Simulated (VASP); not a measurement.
A run of VASP 6.6.1 is set up as follows.

File INCAR:

```
SYSTEM = Be2Au
PREC = Accurate
ENCUT = 520
EDIFF = 1E-6
ISMEAR = 0
SIGMA = 0.1
LREAL = .FALSE.
LASPH = .TRUE.
NELM = 100
ALGO = Fast
ISIF = 2
LWAVE = .FALSE.
LCHARG = .FALSE.
GGA = PE
NBANDS = 14
```

File KPOINTS:

```
regular mesh
0
G
  14 14 14
  0 0 0
```

File POSCAR:

```
Be2Au
1.0
    0.0000000000      2.7388380784      2.7388380784
    2.7388380784      0.0000000000      2.7388380784
    2.7388380784      2.7388380784      0.0000000000
Be Au
2 1
Direct
    0.2500000000      0.2500000000      0.2500000000
    0.7500000000      0.7500000000      0.7500000000
    0.0000000000      0.0000000000      0.0000000000
```

Potentials or basis: VASP PAW PBE potentials, release 64 (Be, Au).

The run is started by

```sh
$ cat potpaw_PBE.64/Be/POTCAR potpaw_PBE.64/Au/POTCAR > POTCAR
$ mpirun -np 1 vasp_std > vasp.out
```

Task: What does it give for the pressure?

Result: -0.2 GPa.

Task: Estimate the band gap on the k mesh.

Result: None (metal or under the smearing width).

The run has no spin-orbit coupling, so splittings on Au are missing.
